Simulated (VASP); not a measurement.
Input:

```yaml
crystal:
  lattice:
    - [-0.05191, 2.59571, 2.59571]
    - [2.59571, -0.05191, 2.59571]
    - [2.54380, 2.54380, 0.00000]
  atoms:
    - { symbol: Mg, position: [0.00000, 0.00000, 0.00000] }
    - { symbol: S, position: [0.50000, 0.50000, 0.50000] }
```

These are r2SCAN meta-GGA, VASP's PBE PAW potentials (set 64) (plane waves; VASP 6.6.1) values and carry that method's errors. Run with 480 eV cut-off, 8×8×8 Γ-centred mesh, Gaussian smearing of 0.050 eV, potentials Mg S.

Problem. Give the stress tensor in GPa (positive for a compressed cell).

Solution. 
```
0.15  2.44  0.00
2.44  0.15  0.00
0.00  0.00  0.00
```
The pressure is its mean diagonal, 0.10 GPa.

The compound is MgS in the rock salt structure. This cell was strained or had an atom moved on purpose.
